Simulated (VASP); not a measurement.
Consider the following.

```
CELL_PARAMETERS angstrom
      4.84322     0.00000     0.00000
     -2.42161     4.19435     0.00000
      0.00000     0.00000     6.63708
ATOMIC_POSITIONS crystal
  Nb 0.00000 0.50000 0.16667
  Nb 0.50000 0.00000 0.50000
  Nb 0.50000 0.50000 0.83333
  Si 0.84184 0.68369 0.50000
  Si 0.15816 0.84185 0.83333
  Si 0.31631 0.15815 0.16667
  Si 0.15815 0.31631 0.50000
  Si 0.84184 0.15815 0.83333
  Si 0.68369 0.84185 0.16667
```

Computed with PBE GGA, VASP's PBE PAW potentials (set 64) (plane waves; VASP). Run with 300 eV cut-off, 8×8×5 Γ-centred mesh, Gaussian smearing of 0.10 eV, potentials Nb_sv Si.

At this cut-off the stress carries a Pulay error, which pulls relaxed volumes low.

Give the force on each atom (eV/Å).

```tsv
atom	Fx	Fy	Fz
Nb1	0.000	0.000	0.000
Nb2	0.000	0.000	0.000
Nb3	0.000	0.000	0.000
Si4	0.000	-0.092	0.000
Si5	0.080	-0.046	0.000
Si6	0.080	0.046	0.000
Si7	0.000	0.092	0.000
Si8	-0.080	0.046	0.000
Si9	-0.080	-0.046	0.000
```

Give the stress tensor in GPa (positive for a compressed cell).

```
-3.45   0.00   0.00
 0.00  -3.45   0.00
 0.00   0.00  -3.39
```
The pressure is its mean diagonal, -3.43 GPa.

The structure comes from a computed database's NbSi2 entry, a phase known from measurement. The cell was not relaxed at this level. The electron count is odd and the run is not spin-polarised, which forces a metal.
